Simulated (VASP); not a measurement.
Computed with PBE GGA, VASP's PBE PAW potentials (set 64) (plane waves; VASP 6.6.1).

The input files of a VASP run:

File KPOINTS:
```
Automatic mesh
0
Gamma
7 7 7
0 0 0
```

### POSCAR
```
MnS
1.0
  5.1280041581   2.5579027399   2.5579027399
  2.5579027399   5.1280041581   2.5579027399
  2.5579027399   2.5579027399   5.1280041581
Mn S
2 2
direct
  0.0000000000   0.0000000000   0.0000000000
  0.5000000000   0.5000000000   0.5000000000
  0.2500000000   0.2500000000   0.2500000000
  0.7500000000   0.7500000000   0.7500000000
```

### INCAR
```
SYSTEM = MnS
PREC = Accurate
ENCUT = 520
EDIFF = 1E-6
NELM = 100
ALGO = Normal
LREAL = .FALSE.
LASPH = .TRUE.
ISMEAR = 0
SIGMA = 0.05
GGA = PE
LMAXMIX = 4
ISPIN = 2
MAGMOM = 5.0 -5.0 0.0 0.0
LORBIT = 10
LWAVE = .FALSE.
LCHARG = .FALSE.
IBRION = 2
ISIF = 3
NSW = 60
EDIFFG = -0.02
```

POTCAR, in this order: Mn_pv S (PBE.64 set). Program: vasp_std.

### Question
What will the output report for the number of irreducible k-points (NKPTS), largest plane-wave count, number of space-group operations, FFT grid (NGX, NGY, NGZ)?

### Answer

The number of irreducible k-points (NKPTS) is 44, the largest plane-wave count is 1839 and the number of space-group operations is 12. The FFT grid (NGX, NGY, NGZ) comes out as 48 × 48 × 48.

The compound is MnS in the rock salt, AFM-II order structure. It was relaxed first. The start is the result of an earlier pass.
